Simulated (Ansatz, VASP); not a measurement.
## ZnRe in VASP and in Ansatz

Contents of INCAR:

```
PREC = Accurate ; ENCUT = 520
EDIFF = 1E-6 ; ISMEAR = 0
SIGMA = 0.15 ; LREAL = F
LASPH = T ; NELM = 100
ALGO = Normal ; ISIF = 2
LWAVE = F ; LCHARG = T
GGA = PS ; LELF = T
LVHAR = T ; NBANDS = 16
```

Contents of KPOINTS:

```
regular mesh
0
Gamma
  21 21 12
```

Contents of POSCAR:

```
ZnRe
1.0
    2.8256733674      0.0000000000      0.0000000000
   -1.4128366837      2.4471049190      0.0000000000
    0.0000000000      0.0000000000      4.2510674692
Zn Re
1 1
Direct
    0.0000000000      0.0000000000      0.0000000000
    0.3333333333      0.6666666667      0.5000000000
```

Input for Ansatz:

```yaml
crystal:
  lattice:
    - [2.8256733674, 0.0, 0.0]
    - [-1.4128366837, 2.447104919, 0.0]
    - [0.0, 0.0, 4.2510674692]
  atoms:
    - { symbol: Zn, position: [0.0, 0.0, 0.0] }
    - { symbol: Re, position: [0.3333333333, 0.6666666667, 0.5] }
basis:
  ecutwfc: 420
kpoints:
  mp_grid: { grid: [21, 21, 12] }
hamiltonian:
  xc: pbesol
scf:
  occupations: { method: gaussian, width: 0.15 }
output:
  forces: true
  stress: true
  eigenvalues: true
```

Alike in both runs: task single point; functional PBEsol; k mesh 21 × 21 × 12; occupations gaussian, width 0.15 eV; no spin polarisation.

|  | VASP | Ansatz |
| --- | --- | --- |
| version | VASP 6.6.1 | Ansatz 0.2.0 |
| potentials or method | VASP PAW PBE potentials, release 64 (Zn, Re) | scalar-relativistic, plane waves, PAW |
| plane-wave cutoff (eV) | 520 | 420 |
| valence electrons in the cell | 19 | 27 |

```csv
,VASP,Ansatz,Ansatz less VASP
gap on the k mesh at the Fermi level (eV),none,none,-
pressure (GPa),-10.0,-10.3,-0.22
largest component of the traceless stress (GPa),13.81,13.60,-0.212
```

A gap of «none» marks a metal or a gap that the smearing closes. With one functional, cell and mesh, what is left measures potentials, basis and numerics. The two sets of potentials don't hold the same shells in valence.

Caveats: the PAW data sets were made with another functional, which shifts forces and pressure a little (VASP). Spin-orbit coupling is left out, which matters for the levels of Re.
